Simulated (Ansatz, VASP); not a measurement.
## AlC: VASP beside Ansatz

```xyz
2
Lattice="0.0000 2.4201 2.4201 2.4201 0.0000 2.4201 2.4201 2.4201 0.0000" Properties=species:S:1:pos:R:3 pbc="T T T"
Al    0.0000    0.0000    0.0000
C     2.4201    2.4201    2.4201
```

Change from the starting cell: species swapped into the TbP type (Fm-3m, No. 225).

Alike in both runs: task relaxation of cell and atoms; functional PBE; k mesh 6 × 6 × 6; occupations gaussian, width 0.1 eV; no spin polarisation.

|  | VASP | Ansatz |
| --- | --- | --- |
| version | VASP 6.6.1 | Ansatz 0.2.0 |
| potentials or method | VASP PAW PBE potentials, release 64 (Al, C) | scalar-relativistic, plane waves, PAW |
| plane-wave cutoff (eV) | 600 | 420 |
| valence electrons in the cell | 7 | 7 |

Ansatz gave:

| Property | Result |
| --- | --- |
| gap on the k mesh at the Fermi level, each at its own relaxed structure (eV) | none |
| relaxed volume (Å³/atom) | 9.75 |
| relaxed cell length with the largest relative difference (Å) | 3.021 |
| energy change over the relaxation (meV/atom) | -621 |

Task: What did VASP give for the same quantities?

Result: gap on the k mesh at the Fermi level, each at its own relaxed structure (eV): none; relaxed volume (Å³/atom): 9.71; relaxed cell length with the largest relative difference (Å): 3.018; energy change over the relaxation (meV/atom): -625.

A gap of «none» marks a metal or a gap that the smearing closes.

Caveats: the k mesh is coarse (spacing up to 0.37 Å⁻¹), so the values aren't converged; the volume moved by over 15 % at a fixed basis, so the end points are rough (VASP).
